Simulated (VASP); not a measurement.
Here is the system:

```xyz
2
Lattice="0.0000 2.8590 2.8590 2.8590 0.0000 2.8590 2.8590 2.8590 0.0000" Properties=species:S:1:pos:R:3 pbc="T T T"
Ag     0.0000     0.0000     0.0000
Cl     2.8590     2.8590     2.8590
```

Calculation: revPBE GGA, VASP's PBE PAW potentials (set 64) (plane waves; VASP). Settings: 520 eV cut-off, 8×8×8 Γ-centred mesh, Gaussian smearing of 0.050 eV, potentials Ag Cl.

**Question.** The job: AgCl (rock salt), 2 atoms, revPBE, static run, 520 eV, 8×8×8 Γ-centred mesh. Roughly how much core time does it take on a busy server core?

**Answer.** About 10 core-seconds (one run on a shared machine, a rough figure). It had 29 irreducible k-points, 13 bands, up to 1283 plane waves and 14 electronic steps.

The compound is AgCl in the rock salt structure. It was relaxed first, which changed the volume by +9 %.
